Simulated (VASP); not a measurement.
Input for VASP

POSCAR:
```
PbTe
1.0
  3.0163047990  -0.0000000075   0.0000000000
 -1.5081524063   2.6121391586   0.0000000000
  0.0000000000   0.0000000000  10.2421983381
Pb Te
2 2
direct
  0.0000000000   0.0000000000   0.0000000000
  0.0000000000   0.0000000000   0.5000000000
  0.3333330933   0.6666671866   0.2500000000
  0.6666669067   0.3333328134   0.7500000000
```

### KPOINTS
```
Automatic mesh
0
Gamma
12 12 3
0 0 0
```

INCAR:
```
EDIFFG = -0.02   ! ionic stop
ENCUT = 500
LMAXMIX = 4   ! l cut-off of mixed one-centre charges
ISIF = 3   ! ions, shape and volume
LWAVE = .FALSE.
LREAL = .FALSE.   ! projection in real space or not
SIGMA = 0.1   ! width (eV)
LASPH = .TRUE.   ! aspherical one-centre terms
GGA = PS
IBRION = 2
ISMEAR = 1   ! Methfessel-Paxton
EDIFF = 1E-6   ! SCF stop (eV)
LCHARG = .FALSE.
NELM = 100
ALGO = Normal   ! blocked Davidson
PREC = Accurate
PSTRESS = 450
SYSTEM = PbTe
NSW = 40
```

POTCAR, in this order: Pb_d Te (PBE.64 set). Program: vasp_std.

Problem. Translate this PBEsol calculation to Ansatz.

Solution. One equivalent input (not run):
Ansatz 0.2 input:
```yaml
crystal:
  lattice:
    - [3.0163048, -0.0000000, 0.0000000]
    - [-1.5081524, 2.6121392, 0.0000000]
    - [0.0000000, 0.0000000, 10.2421983]
  atoms:
    - { symbol: Pb, position: [0.0000000, 0.0000000, 0.0000000] }
    - { symbol: Pb, position: [0.0000000, 0.0000000, 0.5000000] }
    - { symbol: Te, position: [0.3333331, 0.6666672, 0.2500000] }
    - { symbol: Te, position: [0.6666669, 0.3333328, 0.7500000] }
kpoints:
  mp_grid: { grid: [12, 12, 3] }
hamiltonian:
  xc: pbesol
  pseudopotentials: { kind: paw }
scf:
  occupations: { method: methfessel_paxton, width: 0.1 }
  max_iter: 100
relax:
  max_steps: 40
  f_tol: 0.02
  cell: { p_target: 45 }
output: { forces: true, stress: true, eigenvalues: true }
```
Limits of the translation: each code has its own PAW files, so the cut-off isn't converted (ENCUT is set for VASP's; basis.ecutwfc is left out, and Ansatz then takes the one that its files recommend); Ansatz stops its SCF on the density residual and VASP on the energy change (EDIFF).

The structure was generated: PbTe was put into the NiAs type type (P6_3/mmc), which need not be its known phase. This run relaxes it under an external pressure of 45 GPa. Symmetry was kept, so distortions that lower it aren't found.
